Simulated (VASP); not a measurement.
A cell of MgB$_{2}$ (AlB2 type) near equilibrium:

```
MgB2
1.0
    1.53776    -2.66349     0.00000
    1.53776     2.66349     0.00000
    0.00000     0.00000     3.48093
Mg B
1 2
Cartesian
  0.00000   0.00000   3.48093
  1.53776   0.88783   1.74046
  1.53776  -0.88783   1.74046
```

These are r2SCAN meta-GGA, VASP's PBE PAW potentials (set 64) (plane waves; VASP 6.6.1) values and carry that method's errors.

```
run               ΔE (meV/atom)    σxx    σyy   σzz  largest shear component, with its sign (GPa)  largest force (eV/Å)
----------------  -------------  -----  -----  ----  --------------------------------------------  --------------------
as it is                    0.0  -0.20  -0.20  0.24                                          0.00                 0.000
after one change            5.0  -0.11  -0.11  0.28                                          0.00                 0.598
```
Stress is in GPa, positive when the cell is compressed.

Problem. Which change was made?
A. biaxial strain of +3.0 % in the yz plane with the ions relaxed
B. atom 3 (B) moved by 0.050 Å along z
C. isotropic strain of -1.0 %
D. isotropic strain of +3.0 %

Solution. B, atom 3 (B) moved by 0.050 Å along z

The compound is MgB2 in the AlB2 type structure.
